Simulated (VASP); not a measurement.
Crystal: Zn2As.

```
Zn As
1.0
     4.66887    0.00000    0.00000
     0.00000    4.66887    0.00000
     0.00000    0.00000    4.66887
Zn As
4 2
Cartesian
  1.1672 1.1672 1.1672
  3.5017 3.5017 1.1672
  3.5017 1.1672 3.5017
  1.1672 3.5017 3.5017
  0.0000 0.0000 0.0000
  2.3344 2.3344 2.3344
```

The cell was built by a generator and needn't be a form met in nature.

The cell isn't the ideal one: random cell by space group and Wyckoff sites (Pn-3m, No. 224).

```yaml
Program: VASP 6.6.1
Task: relaxation of cell and atoms
Functional: PBE
Potentials_or_basis: VASP PAW PBE potentials, release 64 (Zn, As)
Cutoff: 600 eV
k_mesh: 4 × 4 × 4
Occupations: gaussian, width 0.1 eV
Spin: no spin polarisation
```

At the start: pressure 52.4 GPa; volume 16.96 Å³/atom.

Q: Where does the relaxation end?

A: Over 5 steps the energy falls by 1145.7 meV/atom and the volume is 28.73 Å³/atom (+69.4 %); space group Pn-3m (No. 224, to 0.05 Å).

The path:
```csv
step,energy change (eV),largest force (eV/Å),pressure (GPa),volume (Å³)
1,0.0000,0.0000,52.39,101.77
2,-6.4331,0.0000,-3.31,207.28
3,-6.8417,0.0000,1.48,164.70
4,-6.8696,0.0000,-0.50,175.24
5,-6.8744,0.0000,-0.03,172.39
```

Final structure:
```cif
data_structure
_symmetry_space_group_name_H-M 'P 1'
_symmetry_Int_Tables_number 1
_cell_length_a 5.5655
_cell_length_b 5.5655
_cell_length_c 5.5655
_cell_angle_alpha 90.000
_cell_angle_beta 90.000
_cell_angle_gamma 90.000
_cell_volume 172.39
loop_
_atom_site_label
_atom_site_type_symbol
_atom_site_fract_x
_atom_site_fract_y
_atom_site_fract_z
_atom_site_occupancy
Zn1 Zn 0.25000 0.25000 0.25000 1
Zn2 Zn 0.75000 0.75000 0.25000 1
Zn3 Zn 0.75000 0.25000 0.75000 1
Zn4 Zn 0.25000 0.75000 0.75000 1
As1 As 0.00000 0.00000 0.00000 1
As2 As 0.50000 0.50000 0.50000 1
```

Caveat: the volume moved by over 15 % at a fixed basis, so the end points are rough.
